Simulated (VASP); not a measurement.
Energy against volume of Ta (bcc). These are r2SCAN+rVV10, VASP's PBE PAW potentials (set 64) (plane waves; VASP) values and carry that method's errors. Numerical set-up: 520 eV cut-off, 15×15×15 Γ-centred mesh, first-order Methfessel-Paxton smearing of 0.10 eV, potentials Ta_pv.

```json
[
 {"V (Å³/atom)": "17.416", "E (eV/atom)": "-48.39313"},
 {"V (Å³/atom)": "17.954", "E (eV/atom)": "-48.40544"},
 {"V (Å³/atom)": "18.493", "E (eV/atom)": "-48.39713"},
 {"V (Å³/atom)": "19.032", "E (eV/atom)": "-48.37070"}
]
```

Question: Fit these four points and predict the energy of the run at 16.877 Å³/atom.

Answer: A cubic in V^(−2/3), the third-order Birch-Murnaghan form, passes through the four points with V0 = 18.00 Å³/atom and B0 = 203 GPa, and gives -48.3573 eV/atom there. The run gave -48.3576 eV/atom, -0.3 meV/atom from the fit; all five points give B0 = 202 GPa.

The compound is Ta in the bcc structure. It was relaxed first.
